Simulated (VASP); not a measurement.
Data:

```
BN
1.0
    1.25105    -2.16688     0.00000
    1.25105     2.16688     0.00000
    0.00000     0.00000     6.71680
B N
2 2
Direct
  0.33333   0.66667   0.25000
  0.66667   0.33333   0.75000
  0.66667   0.33333   0.25000
  0.33333   0.66667   0.75000
```

All values below come from r2SCAN meta-GGA, VASP's PBE PAW potentials (set 64) (plane waves; VASP 6.6.1). Run with 600 eV cut-off, 10×10×4 Γ-centred mesh, Gaussian smearing of 0.050 eV, potentials B N.

Each relaxation starts from this cell; other phases were not tried.

Question: The cell is relaxed at 10 GPa. What happens?

Answer: The volume per atom goes from 9.10 to 7.75 Å³ (-14.9 %), and the cell becomes a = b = 2.484 Å, c = 5.801 Å, α = β = 90.00°, γ = 120.00°, space group P6_3/mmc.

Failed runs are left out, and for metals the shear rows, which the mesh's noise covers.

The compound is BN in the hex structure.
